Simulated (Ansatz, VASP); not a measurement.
**One calculation of CaAs2, two programs**

```
Ca As
1.0
     2.91464    0.00000    0.00000
     0.00000    4.39638    0.00000
     0.00000    0.00000    5.79291
Ca As
1 2
Cartesian
  0.0000 2.1982 2.8965
  1.4573 0.0000 4.4871
  1.4573 0.0000 1.3058
```

Alike in both runs: functional PBE; k mesh 6 × 4 × 4; occupations gaussian, width 0.1 eV; no spin polarisation.

Ansatz relaxed the structure, and its values are those at the end. VASP's run is a single point on that final structure, the one shown.

|  | VASP | Ansatz |
| --- | --- | --- |
| version | VASP 6.6.1 | Ansatz 0.2.0 |
| potentials or method | VASP PAW PBE potentials, release 64 (Ca_sv, As) | scalar-relativistic, plane waves, PAW |
| plane-wave cutoff (eV) | 520 | 420 |
| valence electrons in the cell | 20 | 40 |

```csv
,VASP,Ansatz,Ansatz less VASP
gap on the k mesh at the Fermi level (eV),none,none,-
pressure (GPa),0.2,0.0,-0.17
```

A gap of «none» marks a metal or a gap that the smearing closes. The two sets of potentials don't hold the same shells in valence.
